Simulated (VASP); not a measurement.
Input:

```yaml
crystal:
  lattice:
    - [0.00000, 2.84158, 2.84158]
    - [2.84158, 0.00000, 2.84158]
    - [2.84158, 2.84158, 0.00000]
  atoms:
    - { symbol: Li, position: [0.25000, 0.25000, 0.25000] }
    - { symbol: Li, position: [0.73240, 0.73240, 0.76760] }
    - { symbol: S, position: [0.00000, 0.00000, 0.00000] }
```

The numbers are results of r2SCAN meta-GGA, VASP's PBE PAW potentials (set 64) (plane waves; VASP 6.6.1), not measurements. Run with 600 eV cut-off, 6×6×6 Γ-centred mesh, Gaussian smearing of 0.050 eV, potentials Li_sv S.

Problem. Estimate the energy per atom (σ→0), largest force, band gap (on the k-mesh) with the smallest direct gap where there is one.

Solution. 
- band gap (on the k-mesh): 3.77 eV
- smallest direct gap (on the k-mesh): 4.99 eV
- energy per atom (σ→0): -558.6 kJ/mol-atom
- largest force: 0.305 eV/Å

The absolute energy has meaning only against runs of the same code, potentials and settings.

The compound is Li2S in the antifluorite structure. This cell was strained or had an atom moved on purpose.
